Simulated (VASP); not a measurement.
Input for VASP

### INCAR
```
SYSTEM=WC
PREC=Accurate; ENCUT=620; LREAL=.False.
LASPH=.True.
EDIFF=1E-6; NELM=100; ALGO=Normal
LMAXMIX=6
ISMEAR=1; SIGMA=0.1
GGA=PS
IBRION=2; NSW=40; ISIF=3
EDIFFG=-0.02
LWAVE=.False.; LCHARG=.False.
```

**POSCAR**
```
WC
1
    1.4510607398    -2.5133110007     0.0000000000
    1.4510607398     2.5133110007    -0.0000000000
    0.0000000000    -0.0000000000     2.8291178872
W C
1 1
Direct
  0.0000000000   0.0000000000   0.0000000000
  0.3333330000   0.6666670000   0.5000000000
```

**KPOINTS**
```
Automatic
0
gamma
 14 14 13
```

POTCAR, in this order: W_sv C (PBE.64 set). Program: vasp_std.

Task: Write an equivalent input for Quantum ESPRESSO's pw.x.

Result: One equivalent input (not run):
```
&CONTROL
  calculation = 'vc-relax'
  pseudo_dir = './pseudo'
  outdir = './out'
  tprnfor = .true.
  tstress = .true.
  nstep = 40
  forc_conv_thr = 0.00078
/
&SYSTEM
  ibrav = 0
  nat = 2
  ntyp = 2
  ecutwfc = 82
  occupations = 'smearing'
  smearing = 'methfessel-paxton'
  degauss = 0.00735
  input_dft = 'pbesol'
/
&ELECTRONS
  conv_thr = 7.3e-08
  electron_maxstep = 100
/
&IONS
/
&CELL
/
ATOMIC_SPECIES
  W 183.840 W.upf
  C 12.011 C.upf
CELL_PARAMETERS angstrom
     1.4510607   -2.5133110    0.0000000
     1.4510607    2.5133110   -0.0000000
     0.0000000   -0.0000000    2.8291179
ATOMIC_POSITIONS crystal
  W    0.0000000  0.0000000  0.0000000
  C    0.3333330  0.6666670  0.5000000
K_POINTS automatic
  14 14 13 0 0 0
```
The two are equivalent in intent, not identical: the potentials are each code's own (VASP's PAW set, PseudoDojo norm-conserving files in pw.x), so ENCUT and ecutwfc are chosen apart and not converted; conv_thr bounds pw.x's estimated SCF error, while EDIFF bounds the energy change between steps; forc_conv_thr acts on force components and is met together with etot_conv_thr.

The compound is WC in the wc structure. This run relaxes it. Symmetry was kept, so distortions that lower it aren't found.
